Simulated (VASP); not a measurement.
A cell of PbTe (rock salt) near equilibrium:

```yaml
crystal:
  lattice:
    - [0.00000, 3.26768, 3.26768]
    - [3.26768, 0.00000, 3.26768]
    - [3.26768, 3.26768, 0.00000]
  atoms:
    - { symbol: Te, position: [0.50000, 0.50000, 0.50000] }
    - { symbol: Pb, position: [0.00000, 0.00000, 0.00000] }
```

Method: r2SCAN meta-GGA, VASP's PBE PAW potentials (set 64) (plane waves; VASP).

Unless said otherwise, spin-orbit coupling is left out, though it shifts the bands of the heavy elements here.

```csv
run,ΔE (meV/atom),σxx,σyy,σzz,"largest shear component, with its sign (GPa)",gap (eV)
as it is,0.0,0.04,0.04,0.04,0.00,1.09
after one change,77.7,6.86,6.86,6.86,0.00,0.79
```
Stress is in GPa, positive when the cell is compressed; gaps are those on the k-mesh, and 0.00 means metallic.

Q: What was changed between the two runs?
A) biaxial strain of +0.5 % in the yz plane
B) shear strain γ_xz = +1.5 %
C) isotropic strain of -4.0 %
D) biaxial strain of +1.0 % in the yz plane

A: C, isotropic strain of -4.0 %

The compound is PbTe in the rock salt structure.
